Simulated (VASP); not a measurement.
These are PW91 GGA, VASP's PBE PAW potentials (set 64) (plane waves; VASP) values and carry that method's errors.

A VASP calculation is set up with these files.

### KPOINTS
```
Automatic mesh
0
Gamma
14 14 14
0 0 0
```

POSCAR:
```
Nb
1
   -1.6500000000     1.6500000000     1.6500000000
    1.6500000000    -1.6500000000     1.6500000000
    1.6500000000     1.6500000000    -1.6500000000
Nb
1
Direct
  0.0000000000   0.0000000000   0.0000000000
```

INCAR:
```
SYSTEM = Nb
PREC = Accurate
ENCUT = 520
EDIFF = 1E-6
NELM = 100
ALGO = Normal
LREAL = .FALSE.
LASPH = .TRUE.
ISMEAR = 1
SIGMA = 0.1
GGA = 91
LMAXMIX = 4
LWAVE = .FALSE.
LCHARG = .FALSE.
IBRION = 2
ISIF = 3
NSW = 60
EDIFFG = -0.01
```

POTCAR, in this order: Nb_sv (PBE.64 set). Program: vasp_std.

Q: What will the output report for the number of irreducible k-points (NKPTS), largest plane-wave count, number of space-group operations, FFT grid (NGX, NGY, NGZ)?

A: 
```
Property                                      Result
--------------------------------------  ------------
number of irreducible k-points (NKPTS)           104
largest plane-wave count                         496
number of space-group operations                  48
FFT grid (NGX, NGY, NGZ)                24 × 24 × 24
```

The compound is Nb in the bcc structure. This run relaxes it. Symmetry was kept, so distortions that lower it aren't found.
